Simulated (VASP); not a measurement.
Input:

```yaml
crystal:
  lattice:
    - [5.41678, 0.00000, 0.00000]
    - [-2.70839, 4.69107, 0.00000]
    - [0.00000, 0.00000, 4.37200]
  atoms:
    - { symbol: Ni, position: [0.66667, 0.33333, 0.25000] }
    - { symbol: Ni, position: [0.33333, 0.66667, 0.75000] }
    - { symbol: Tc, position: [0.83408, 0.66816, 0.75000] }
    - { symbol: Tc, position: [0.16592, 0.33184, 0.25000] }
    - { symbol: Tc, position: [0.16592, 0.83408, 0.25000] }
    - { symbol: Tc, position: [0.83408, 0.16592, 0.75000] }
    - { symbol: Tc, position: [0.33184, 0.16592, 0.75000] }
    - { symbol: Tc, position: [0.66816, 0.83408, 0.25000] }
```

Level of theory: LDA (Ceperley-Alder, Perdew-Zunger), VASP's LDA PAW potentials (set 64) (plane waves; VASP). Settings: 300 eV cut-off, 5×5×5 Γ-centred mesh, Gaussian smearing of 0.20 eV, potentials Ni Tc_pv.

At this cut-off the stress carries a Pulay error, which pulls relaxed volumes low.

**Question.** Give the force on each atom (eV/Å).

**Answer.** 
```csv
atom,Fx,Fy,Fz
Ni1,0.000,0.000,0.000
Ni2,0.000,0.000,0.000
Tc3,0.000,0.197,0.000
Tc4,0.000,-0.197,0.000
Tc5,-0.171,0.099,0.000
Tc6,0.171,-0.099,0.000
Tc7,-0.171,-0.099,0.000
Tc8,0.171,0.099,0.000
```

**Question.** Give the stress tensor in GPa (positive for a compressed cell).

**Answer.** 
```
-23.94    0.00    0.00
  0.00  -23.94    0.00
  0.00    0.00  -24.86
```
The pressure is its mean diagonal, -24.25 GPa.

The structure comes from a computed database's Tc3Ni entry (P6_3/mmc); how it stands against other phases isn't given here. The cell was not relaxed at this level. The run is not spin-polarised, so no magnetic state was tried.
